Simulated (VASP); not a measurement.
A VASP calculation is set up with these files.

**POSCAR**
```
Te2Pd
1
    0.0000000000     3.3331119909     3.3331119909
    3.3331119909     0.0000000000     3.3331119909
    3.3331119909     3.3331119909     0.0000000000
Pd Te
1 2
Direct
  0.0000000000   0.0000000000   0.0000000000
  0.2500000000   0.2500000000   0.2500000000
  0.7500000000   0.7500000000   0.7500000000
```

KPOINTS:
```
Regular mesh
0
Gamma
8 8 8
```

**INCAR**
```
SYSTEM = Te2Pd
PREC = Accurate
ENCUT = 480
EDIFF = 1E-7
NELM = 100
ALGO = Normal
LREAL = .FALSE.
LASPH = .TRUE.
ISMEAR = 1
SIGMA = 0.1
GGA = PS
LMAXMIX = 4
LWAVE = .FALSE.
LCHARG = .FALSE.
ISIF = 3
IBRION = 2
NSW = 40
EDIFFG = -0.01
PSTRESS = 10
```

POTCAR, in this order: Pd Te (PBE.64 set). Program: vasp_std.

### Question
Write an equivalent input for Ansatz.

### Answer
One equivalent input (not run):
Ansatz 0.2 input:
```yaml
crystal:
  lattice:
    - [0.0000000, 3.3331120, 3.3331120]
    - [3.3331120, 0.0000000, 3.3331120]
    - [3.3331120, 3.3331120, 0.0000000]
  atoms:
    - { symbol: Pd, position: [0.0000000, 0.0000000, 0.0000000] }
    - { symbol: Te, position: [0.2500000, 0.2500000, 0.2500000] }
    - { symbol: Te, position: [0.7500000, 0.7500000, 0.7500000] }
kpoints:
  mp_grid: { grid: [8, 8, 8] }
hamiltonian:
  xc: pbesol
  pseudopotentials: { kind: paw }
scf:
  occupations: { method: methfessel_paxton, width: 0.1 }
  max_iter: 100
relax:
  max_steps: 40
  f_tol: 0.01
  cell: { p_target: 1 }
output: { forces: true, stress: true, eigenvalues: true }
```
What does not carry over: each code has its own PAW files, so the cut-off isn't converted (ENCUT is set for VASP's; basis.ecutwfc is left out, and Ansatz then takes the one that its files recommend); Ansatz stops its SCF on the density residual and VASP on the energy change (EDIFF).

The structure was generated: Te2Pd was put into the fluorite type (Fm-3m), which need not be its known phase. This run relaxes it under an external pressure of 1 GPa. Symmetry was kept, so distortions that lower it aren't found.
